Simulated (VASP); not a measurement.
ZnCdSe2 (space group R3m): the band gap from VASP (plane waves, PAW) at several levels of theory. Gaps are without spin-orbit coupling. Each level names its cell: its own relaxed one, PBE's, or the starting one. A gap is the smallest over the k-mesh and a band path; hybrids may have named points in place of the path, and GW has the mesh alone.

| level | band gap (eV) |
|---|---|
| LDA (own cell) | 0.61 |
| PBEsol (own cell) | 0.62 |

The cell of the LDA (own cell) run:

```
CELL_PARAMETERS angstrom
      2.04108     1.17842     6.73043
     -2.04108     1.17842     6.73043
      0.00000    -2.35684     6.73043
ATOMIC_POSITIONS crystal
  Zn 0.49922 0.49922 0.49922
  Cd 0.00211 0.00211 0.00211
  Se 0.13045 0.13045 0.13045
  Se 0.61821 0.61821 0.61821
```

Only levels that ran to the end are used. Left out are those held back, those with too coarse a band path, GW runs whose mesh misses a band edge, hybrids' fits of cells that aren't cubic and levels without matching references; a question may draw on a part of the rest.

The structure comes from a computed database's ZnCdSe2 entry (R3m); how it stands against other phases isn't given here.
